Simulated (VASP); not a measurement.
# Shielding tensors and field gradients of C (Diamond), part 2 of 3

Wanted: the shieldings and field gradients at the nuclei of C (Diamond). The cell has space group Fd-3m. The start is a cell from a database of measured crystal structures.

VASP 6.6.1, plane waves and PAW; the level of theory is named at each step.

So far. Step 2 (Ground state): The cell has a gap of 4.15 eV on this mesh and a pressure of +2.5 GPa, which holds the misfit of the given cell and coordinates with this functional, and any error of cutoff, mesh and data sets.

## (3) Shielding tensors

This step: chemical shifts by linear response (GIPAW), PBE; plane waves and PAW (C) (VASP 6.6.1).

LCHIMAG computes the induced currents by linear response. It needs tightly converged orbitals and a cutoff well above the default; LEFG adds the field gradients at no cost.

INCAR reads:

```
SYSTEM = C
PREC = Accurate
ENCUT = 560
EDIFF = 1E-09
NELM = 100
ISMEAR = 0
SIGMA = 0.01
LREAL = .FALSE.
ALGO = Normal
GGA = PE
NBANDS = 10
LWAVE = .FALSE.
LCHARG = .FALSE.
KPAR = 2
LCHIMAG = .TRUE.
LEFG = .TRUE.
DQ = 0.001
ICHIBARE = 1
LNMR_SYM_RED = .TRUE.
```

POSCAR reads:

```
C
1.0
    0.0000000000      1.7833700000      1.7833700000
    1.7833700000      0.0000000000      1.7833700000
    1.7833700000      1.7833700000      0.0000000000
C
2
Direct
    0.7500000000      0.7500000000      0.7500000000
    0.5000000000      0.5000000000      0.5000000000
```

KPOINTS reads:

```
Automatic mesh
0
Gamma
10 10 10
0 0 0
```

The projector-augmented-wave data sets are C (PBE family, release 64).

Launch:

```sh
mpirun -np 2 vasp_std
```

Output:

```text
[... set-up lines as in an earlier step ...]
 entering main loop
       N       E                     dE             d eps       ncg     rms          rms(c)
DAV:   1     0.205693642011E+01    0.20569E+01   -0.50000E+03   996   0.818E+02
DAV:   2    -0.184849711343E+02   -0.20542E+02   -0.20066E+02  1340   0.137E+02
DAV:   3    -0.188244643722E+02   -0.33949E+00   -0.33871E+00  1110   0.138E+01
DAV:   4    -0.188251585900E+02   -0.69422E-03   -0.69419E-03  1040   0.716E-01
DAV:   5    -0.188251594106E+02   -0.82065E-06   -0.82066E-06  1064   0.243E-02    0.554E+00
DAV:   6    -0.183462440463E+02    0.47892E+00   -0.26714E-01   984   0.388E+00    0.331E+00
DAV:   7    -0.181850766484E+02    0.16117E+00   -0.32267E-01  1028   0.432E+00    0.754E-01
DAV:   8    -0.181868209738E+02   -0.17443E-02   -0.78012E-03   970   0.712E-01    0.435E-02
DAV:   9    -0.181868555147E+02   -0.34541E-04   -0.66569E-05  1138   0.698E-02    0.237E-02
DAV:  10    -0.181868753502E+02   -0.19836E-04   -0.15728E-05   980   0.382E-02    0.503E-03
DAV:  11    -0.181868753919E+02   -0.41688E-07   -0.20428E-07  1204   0.444E-03    0.670E-04
DAV:  12    -0.181868753509E+02    0.40993E-07   -0.19856E-08  1030   0.152E-03    0.197E-04
DAV:  13    -0.181868753467E+02    0.41712E-08   -0.51702E-10   836   0.205E-04    0.390E-05
DAV:  14    -0.181868753492E+02   -0.24474E-08   -0.22916E-11   514   0.493E-05    0.831E-06
DAV:  15    -0.181868753491E+02    0.60709E-10   -0.16176E-12   492   0.109E-05
ion   1
     0.0000000     0.0000000     0.0000000     0.0000000    -0.0000000    -0.0000000
     0.0000266     0.0000000     0.0000000     0.0000000    -0.0000000    -0.0000000
     0.0000367     0.0000000     0.0000000     0.0000000    -0.0000000    -0.0000000
     0.0000505     0.0000000     0.0000000     0.0000000    -0.0000000    -0.0000000
     0.0000695     0.0000000     0.0000000     0.0000000    -0.0000000    -0.0000000

     0.0000000     0.0000000     0.0000000     0.0000000    -0.0000000    -0.0000000
     0.0000266     0.0000000     0.0000000     0.0000000    -0.0000000    -0.0000000
     0.0000367     0.0000000     0.0000000     0.0000000    -0.0000000    -0.0000000
     0.0000505     0.0000000     0.0000000     0.0000000    -0.0000000    -0.0000000
     0.0000695     0.0000000     0.0000000     0.0000000    -0.0000000    -0.0000000

ion   2
     0.0000000     0.0000000    -0.0000000    -0.0000000    -0.0000000     0.0000000
     0.0000266     0.0000000    -0.0000000    -0.0000000    -0.0000000     0.0000000
     0.0000367     0.0000000    -0.0000000    -0.0000000    -0.0000000     0.0000000
     0.0000505     0.0000000    -0.0000000    -0.0000000    -0.0000000     0.0000000
     0.0000695     0.0000000    -0.0000000    -0.0000000    -0.0000000     0.0000000

     0.0000000     0.0000000    -0.0000000    -0.0000000    -0.0000000     0.0000000
     0.0000266     0.0000000    -0.0000000    -0.0000000    -0.0000000     0.0000000
     0.0000367     0.0000000    -0.0000000    -0.0000000    -0.0000000     0.0000000
     0.0000505     0.0000000    -0.0000000    -0.0000000    -0.0000000     0.0000000
     0.0000695     0.0000000    -0.0000000    -0.0000000    -0.0000000     0.0000000

   1 F= -.18186875E+02 E0= -.18186875E+02  d E =-.246453E-29
DAV:   1     0.604454858290E+01    0.60445E+01    0.00000E+00     0   0.000E+00
DAV:   2     0.604454858290E+01    0.00000E+00    0.00000E+00     0   0.000E+00
BDIR= 1  IDIR= 2  IQ= -1
DAV:   1     0.120976891888E+02    0.12098E+02   -0.12113E-02   990   0.488E-01
DAV:   2     0.120976770730E+02   -0.12116E-04   -0.12116E-04  1054   0.105E-01
DAV:   3     0.120976770668E+02   -0.61882E-08   -0.62033E-08  1182   0.296E-03
DAV:   4     0.120976770668E+02   -0.65992E-11   -0.28180E-11  1018   0.399E-05
       N       E                     dE             d eps       ncg     rms
RMM:   1    -0.217161558127E+02   -0.21716E+02   -0.41281E+01  1959   0.303E+01
RMM:   2    -0.221727239796E+02   -0.45657E+00   -0.39598E-01  2148   0.399E+00
RMM:   3    -0.221833402849E+02   -0.10616E-01   -0.12602E-02  2213   0.485E-01
RMM:   4    -0.221837433734E+02   -0.40309E-03   -0.71681E-04  2211   0.914E-02
RMM:   5    -0.221837775624E+02   -0.34189E-04   -0.52782E-05  2215   0.168E-02
RMM:   6    -0.221837803077E+02   -0.27453E-05   -0.72865E-06  2198   0.409E-03
RMM:   7    -0.221837804774E+02   -0.16961E-06   -0.16308E-07  2034   0.789E-04
RMM:   8    -0.221837804856E+02   -0.82482E-08   -0.16159E-08  1811   0.215E-04
RMM:   9    -0.221837804864E+02   -0.75659E-09   -0.11180E-09  1734   0.660E-05
BDIR= 1  IDIR= 2  IQ=  0
DAV:   1     0.120890971733E+02    0.12089E+02   -0.44061E-13   490   0.235E-06
DAV:   2     0.120890971733E+02    0.32543E-11   -0.21520E-13   494   0.437E-07
       N       E                     dE             d eps       ncg     rms
RMM:   1    -0.217518047778E+02   -0.21752E+02   -0.41438E+01  1956   0.304E+01
RMM:   2    -0.222111010325E+02   -0.45930E+00   -0.39649E-01  2150   0.400E+00
RMM:   3    -0.222217093066E+02   -0.10608E-01   -0.12607E-02  2185   0.485E-01
RMM:   4    -0.222221113147E+02   -0.40201E-03   -0.71285E-04  2175   0.912E-02
RMM:   5    -0.222221450616E+02   -0.33747E-04   -0.50063E-05  2184   0.167E-02
RMM:   6    -0.222221479943E+02   -0.29327E-05   -0.74923E-06  2150   0.409E-03
RMM:   7    -0.222221481820E+02   -0.18769E-06   -0.23466E-07  1971   0.801E-04
RMM:   8    -0.222221481906E+02   -0.86417E-08   -0.15709E-08  1725   0.207E-04
RMM:   9    -0.222221481913E+02   -0.72009E-09   -0.10563E-09  1642   0.636E-05
BDIR= 1  IDIR= 2  IQ=  1
DAV:   1     0.120802385087E+02    0.12080E+02   -0.12096E-02   990   0.488E-01
DAV:   2     0.120802263788E+02   -0.12130E-04   -0.12130E-04  1046   0.105E-01
DAV:   3     0.120802263728E+02   -0.60893E-08   -0.60763E-08  1200   0.297E-03
DAV:   4     0.120802263728E+02    0.82441E-11   -0.26920E-11  1008   0.378E-05
       N       E                     dE             d eps       ncg     rms
RMM:   1    -0.217879306015E+02   -0.21788E+02   -0.41597E+01  1959   0.304E+01
RMM:   2    -0.222499715761E+02   -0.46204E+00   -0.39701E-01  2149   0.400E+00
RMM:   3    -0.222605709957E+02   -0.10599E-01   -0.12616E-02  2207   0.485E-01
RMM:   4    -0.222609719364E+02   -0.40094E-03   -0.70936E-04  2195   0.913E-02
RMM:   5    -0.222610054947E+02   -0.33558E-04   -0.49780E-05  2207   0.167E-02
RMM:   6    -0.222610084052E+02   -0.29105E-05   -0.74534E-06  2192   0.412E-03
RMM:   7    -0.222610085896E+02   -0.18438E-06   -0.22729E-07  2032   0.815E-04
RMM:   8    -0.222610085979E+02   -0.83822E-08   -0.15180E-08  1808   0.211E-04
RMM:   9    -0.222610085986E+02   -0.69501E-09   -0.10186E-09  1737   0.643E-05
BDIR= 1  IDIR= 3  IQ= -1
[...]
RLQ:   1    -0.631163047271E-01   -0.63116E-01   -0.12475E-01  1670   0.224E+00
RLQ:   2    -0.664783529826E-01   -0.33620E-02   -0.60409E-03  1999   0.455E-01
RLQ:   3    -0.665771562321E-01   -0.98803E-04   -0.79998E-05  2035   0.409E-02
RLQ:   4    -0.665794132992E-01   -0.22571E-05   -0.26489E-06  2008   0.641E-03
RLQ:   5    -0.665795192696E-01   -0.10597E-06   -0.15246E-07  1934   0.113E-03
RLQ:   6    -0.665795255912E-01   -0.63216E-08   -0.11256E-08  1735   0.243E-04
RLQ:   7    -0.665795261573E-01   -0.56615E-09   -0.67062E-10  1522   0.631E-05
BDIR= 3  IDIR= 1  IQ= -1
DAV:   1     0.121086856969E+02    0.12109E+02   -0.11738E-02   992   0.493E-01
DAV:   2     0.121086725872E+02   -0.13110E-04   -0.13110E-04  1046   0.107E-01
DAV:   3     0.121086725807E+02   -0.65214E-08   -0.65377E-08  1218   0.304E-03
DAV:   4     0.121086725806E+02   -0.58357E-10   -0.23940E-11  1034   0.364E-05
       N       E                     dE             d eps       ncg     rms
RMM:   1    -0.318689591374E+02   -0.31869E+02   -0.74061E+01  2010   0.340E+01
RMM:   2    -0.328376789645E+02   -0.96872E+00   -0.66422E-01  2145   0.535E+00
RMM:   3    -0.328557111820E+02   -0.18032E-01   -0.26217E-02  2191   0.650E-01
RMM:   4    -0.328565272762E+02   -0.81609E-03   -0.11589E-03  2221   0.129E-01
RMM:   5    -0.328565719559E+02   -0.44680E-04   -0.69838E-05  2225   0.239E-02
RMM:   6    -0.328565745436E+02   -0.25877E-05   -0.40786E-06  2223   0.545E-03
RMM:   7    -0.328565747439E+02   -0.20032E-06   -0.29103E-07  2072   0.119E-03
RMM:   8    -0.328565747581E+02   -0.14225E-07   -0.24162E-08  1883   0.310E-04
RMM:   9    -0.328565747594E+02   -0.12316E-08   -0.19019E-09  1793   0.885E-05
RMM:  10    -0.328565747594E+02   -0.94559E-10   -0.14984E-10  1694   0.410E-05
BDIR= 3  IDIR= 1  IQ=  0
DAV:   1     0.120890971733E+02    0.12089E+02   -0.43781E-13   490   0.235E-06
DAV:   2     0.120890971732E+02   -0.31768E-10   -0.25371E-13   494   0.437E-07
       N       E                     dE             d eps       ncg     rms
RMM:   1    -0.318868505319E+02   -0.31887E+02   -0.74075E+01  2009   0.340E+01
RMM:   2    -0.328567428218E+02   -0.96989E+00   -0.66501E-01  2142   0.535E+00
RMM:   3    -0.328748456797E+02   -0.18103E-01   -0.26307E-02  2163   0.651E-01
RMM:   4    -0.328756661155E+02   -0.82044E-03   -0.11653E-03  2168   0.129E-01
RMM:   5    -0.328757108125E+02   -0.44697E-04   -0.67548E-05  2159   0.239E-02
RMM:   6    -0.328757136104E+02   -0.27979E-05   -0.43454E-06  2160   0.552E-03
RMM:   7    -0.328757138329E+02   -0.22248E-06   -0.36742E-07  1976   0.123E-03
RMM:   8    -0.328757138478E+02   -0.14923E-07   -0.24434E-08  1802   0.311E-04
RMM:   9    -0.328757138490E+02   -0.12206E-08   -0.18650E-09  1691   0.881E-05
RMM:  10    -0.328757138491E+02   -0.93110E-10   -0.14710E-10  1594   0.410E-05
BDIR= 3  IDIR= 1  IQ=  1
DAV:   1     0.120692910274E+02    0.12069E+02   -0.11724E-02   992   0.493E-01
DAV:   2     0.120692779925E+02   -0.13035E-04   -0.13035E-04  1056   0.107E-01
DAV:   3     0.120692779858E+02   -0.66877E-08   -0.66671E-08  1178   0.303E-03
DAV:   4     0.120692779858E+02    0.22853E-10   -0.36026E-11  1048   0.476E-05
       N       E                     dE             d eps       ncg     rms
RMM:   1    -0.319037943182E+02   -0.31904E+02   -0.74079E+01  2010   0.340E+01
RMM:   2    -0.328746768437E+02   -0.97088E+00   -0.66566E-01  2148   0.535E+00
RMM:   3    -0.328928405551E+02   -0.18164E-01   -0.26380E-02  2191   0.651E-01
RMM:   4    -0.328936647827E+02   -0.82423E-03   -0.11710E-03  2224   0.129E-01
RMM:   5    -0.328937096980E+02   -0.44915E-04   -0.67590E-05  2221   0.239E-02
RMM:   6    -0.328937124919E+02   -0.27939E-05   -0.43485E-06  2221   0.552E-03
RMM:   7    -0.328937127140E+02   -0.22209E-06   -0.36315E-07  2071   0.123E-03
RMM:   8    -0.328937127288E+02   -0.14867E-07   -0.24502E-08  1883   0.311E-04
RMM:   9    -0.328937127301E+02   -0.12114E-08   -0.18380E-09  1794   0.879E-05
RMM:  10    -0.328937127302E+02   -0.91646E-10   -0.14425E-10  1695   0.408E-05
BDIR= 3  IDIR= 2  IQ= -1
DAV:   1     0.120976891888E+02    0.12098E+02   -0.12113E-02   990   0.488E-01
DAV:   2     0.120976770730E+02   -0.12116E-04   -0.12116E-04  1054   0.105E-01
DAV:   3     0.120976770668E+02   -0.61968E-08   -0.62033E-08  1182   0.296E-03
DAV:   4     0.120976770668E+02    0.13726E-10   -0.28384E-11  1018   0.399E-05
       N       E                     dE             d eps       ncg     rms
RMM:   1    -0.314038584310E+02   -0.31404E+02   -0.74255E+01  1969   0.340E+01
RMM:   2    -0.323379691698E+02   -0.93411E+00   -0.67349E-01  2136   0.524E+00
RMM:   3    -0.323563676832E+02   -0.18399E-01   -0.25846E-02  2189   0.640E-01
RMM:   4    -0.323571829387E+02   -0.81526E-03   -0.11900E-03  2211   0.130E-01
RMM:   5    -0.323572285234E+02   -0.45585E-04   -0.65932E-05  2203   0.237E-02
RMM:   6    -0.323572313277E+02   -0.28043E-05   -0.45061E-06  2199   0.559E-03
RMM:   7    -0.323572315591E+02   -0.23142E-06   -0.38344E-07  2053   0.122E-03
RMM:   8    -0.323572315738E+02   -0.14677E-07   -0.24829E-08  1847   0.308E-04
RMM:   9    -0.323572315750E+02   -0.12182E-08   -0.17515E-09  1756   0.853E-05
RMM:  10    -0.323572315751E+02   -0.88491E-10   -0.14103E-10  1653   0.399E-05
BDIR= 3  IDIR= 2  IQ=  0
DAV:   1     0.120890971733E+02    0.12089E+02   -0.43443E-13   490   0.235E-06
DAV:   2     0.120890971733E+02    0.26077E-11   -0.18100E-13   494   0.437E-07
       N       E                     dE             d eps       ncg     rms
RMM:   1    -0.313182392919E+02   -0.31318E+02   -0.73924E+01  1968   0.340E+01
RMM:   2    -0.322469012666E+02   -0.92866E+00   -0.67054E-01  2129   0.523E+00
RMM:   3    -0.322651794771E+02   -0.18278E-01   -0.25668E-02  2155   0.639E-01
RMM:   4    -0.322659872607E+02   -0.80778E-03   -0.11791E-03  2163   0.130E-01
RMM:   5    -0.322660323697E+02   -0.45109E-04   -0.65358E-05  2154   0.236E-02
RMM:   6    -0.322660351464E+02   -0.27767E-05   -0.44615E-06  2147   0.556E-03
RMM:   7    -0.322660353752E+02   -0.22882E-06   -0.37854E-07  1962   0.122E-03
RMM:   8    -0.322660353898E+02   -0.14551E-07   -0.24563E-08  1781   0.308E-04
RMM:   9    -0.322660353910E+02   -0.12142E-08   -0.17536E-09  1669   0.855E-05
RMM:  10    -0.322660353911E+02   -0.88534E-10   -0.14145E-10  1567   0.403E-05
BDIR= 3  IDIR= 2  IQ=  1
DAV:   1     0.120802385087E+02    0.12080E+02   -0.12096E-02   990   0.488E-01
DAV:   2     0.120802263788E+02   -0.12130E-04   -0.12130E-04  1046   0.105E-01
DAV:   3     0.120802263728E+02   -0.60663E-08   -0.60762E-08  1200   0.297E-03
DAV:   4     0.120802263728E+02   -0.13291E-10   -0.26593E-11  1008   0.378E-05
       N       E                     dE             d eps       ncg     rms
RMM:   1    -0.312322310475E+02   -0.31232E+02   -0.73588E+01  1969   0.340E+01
RMM:   2    -0.321553986274E+02   -0.92317E+00   -0.66756E-01  2134   0.522E+00
RMM:   3    -0.321735557590E+02   -0.18157E-01   -0.25490E-02  2188   0.637E-01
RMM:   4    -0.321743563364E+02   -0.80058E-03   -0.11692E-03  2208   0.129E-01
RMM:   5    -0.321744010081E+02   -0.44672E-04   -0.64900E-05  2201   0.236E-02
RMM:   6    -0.321744037644E+02   -0.27563E-05   -0.44276E-06  2197   0.555E-03
RMM:   7    -0.321744039915E+02   -0.22711E-06   -0.37655E-07  2055   0.121E-03
RMM:   8    -0.321744040060E+02   -0.14499E-07   -0.24407E-08  1844   0.307E-04
RMM:   9    -0.321744040072E+02   -0.12155E-08   -0.17656E-09  1752   0.855E-05
RMM:  10    -0.321744040073E+02   -0.89202E-10   -0.14308E-10  1652   0.403E-05
       N       E                     dE             d eps       ncg     rms
RLQ:   1    -0.843051922311E-01   -0.84305E-01   -0.20977E-01  1447   0.243E+00
RLQ:   2    -0.879059989938E-01   -0.36008E-02   -0.43329E-03  1726   0.335E-01
RLQ:   3    -0.879821665365E-01   -0.76168E-04   -0.10373E-04  1800   0.307E-02
RLQ:   4    -0.879848561790E-01   -0.26896E-05   -0.25981E-06  1711   0.498E-03
RLQ:   5    -0.879849544738E-01   -0.98295E-07   -0.15335E-07  1534   0.825E-04
RLQ:   6    -0.879849605564E-01   -0.60826E-08   -0.11326E-08  1326   0.196E-04
RLQ:   7    -0.879849611431E-01   -0.58674E-09   -0.63536E-10  1198   0.529E-05
```

Wall time 36 s (2 MPI ranks of Intel Xeon 6975P-C (Granite Rapids), shared host); peak memory 0.27 GiB; 70 s of CPU time.

Parts of OUTCAR (step 3):

```text
 Found     47 irreducible k-points:

   k-points           NKPTS =     47   k-points in BZ     NKDIM =     47   number of bands    NBANDS=     10

   ENCUT  =  560.0 eV  41.16 Ry    6.42 a.u.   4.87  4.87  4.87*2*pi/ulx,y,z

   NELECT =       8.0000    total number of electrons

  Total        0.1493817      0.1493817      0.1493817      0.0000000     -0.0000000      0.0000000
  in kB       21.0985980     21.0985980     21.0985980      0.0000000     -0.0000000      0.0000000
  external PRESSURE =      21.0985980 kB  Pullay stress =       0.0000000 kB

  energy-cutoff  :      560.00
  volume of cell :       11.34
      direct lattice vectors                 reciprocal lattice vectors
     0.000000000  1.783370000  1.783370000    -0.280368067  0.280368067  0.280368067
     1.783370000  0.000000000  1.783370000     0.280368067 -0.280368067  0.280368067
     1.783370000  1.783370000  0.000000000     0.280368067  0.280368067 -0.280368067

 Electric field gradients after diagonalization (V/A^2)
 (convention: |V_zz| > |V_xx| > |V_yy|)
----------------------------------------------------------------------
 ion       V_xx      V_yy      V_zz     asymmetry (V_yy - V_xx)/ V_zz
----------------------------------------------------------------------
   1       0.000     0.000    -0.000       0.000
   2       0.000     0.000    -0.000       0.000
----------------------------------------------------------------------

  ORBITAL MAGNETIC SUSCEPTIBILITY, excluding core contribution
 -------------------------------------------------------------
  Approximate magnetic susceptibility, pGv (10^-6 cm^3/mole)
     1        -10.106874          0.000000          0.000000
     2          0.000000        -10.106874          0.000000
     3         -0.000000         -0.000000        -10.106874
 -------------------------------------------------------------
  Approximate magnetic susceptibility, vGv (10^-6 cm^3/mole)
     1        -11.055440          0.000000          0.000000
     2          0.000000        -11.055440          0.000000
     3          0.000000          0.000000        -11.055440

  CSA tensor (J. Mason, Solid State Nucl. Magn. Reson. 2, 285 (1993))
  for chemical shielding  (including the isotropic core contribution)

  BDIR labels direction of applied magnetic field (i.e. B0)
  For BDIR==1, B0 along x-axis, etc.
  Induced field listed along cartesian directions for each BDIR
 ------------------------------------------------------------------------------------------
                 EXCLUDING G=0 CONTRIBUTION              INCLUDING G=0 CONTRIBUTION
 ------------------------------------------------------------------------------------------
  ion  BDIR            X           Y           Z                X           Y           Z
          (   iso_shield        span        skew ) (   iso_shield        span        skew )
 ------------------------------------------------------------------------------------------
    1     1     122.7485      0.0000     -0.0000         135.5274      0.0000     -0.0000
          2       0.0000    122.7485      0.0000           0.0000    135.5274      0.0000
          3       0.0000      0.0000    122.7485           0.0000      0.0000    135.5274
          (     122.7485      0.0000      0.0000 ) (     135.5274      0.0000      0.0000 )

    2     1     122.7485      0.0000     -0.0000         135.5274     -0.0000     -0.0000
          2       0.0000    122.7485      0.0000           0.0000    135.5274      0.0000
          3      -0.0000      0.0000    122.7485          -0.0000      0.0000    135.5274
          (     122.7485      0.0000      0.0000 ) (     135.5274      0.0000      0.0000 )
 ------------------------------------------------------------------------------------------

[... 6 parts as in an earlier step ...]

[... 2 further parts left out ...]
```

This step gave:

* free energy (TOTEN): -18.19 eV
* Fermi energy: 9.805 eV
* pressure: 2.110 GPa
* gap on the k-mesh: 4.170 eV

Valence and core; the G = 0 term is that of a spherical sample. NMR shielding, by row:

| atom | isotropic shielding (ppm) | span (ppm) | skew | isotropic shielding without the G = 0 term (ppm) |
| --- | --- | --- | --- | --- |
| C1 | 135.5 | 0 | - | 122.7 |
| C2 | 135.5 | 0 | - | 122.7 |

Ordered as |Vzz| ≥ |Vxx| ≥ |Vyy|, the program's way. Electric field gradients, by row:

```
atom  Vxx (V/Å²)  Vyy (V/Å²)  Vzz (V/Å²)  asymmetry
  C1           0           0           0          -
  C2           0           0           0          -
```

(Continued in part 3 of 3.)

[Lines on the potential files, build, host, timing and source positions are cut from VASP's logs without a mark.]

[Logs are printed without paths, hosts, clocks, repeated set-up lines and the standing remarks that a program may print on its own settings, such as how far it seeks lower states.]

[Hosts, paths, dates, database ids (printed as entryN), source tags and the programs' standing remarks are cut or masked in the printed files.]
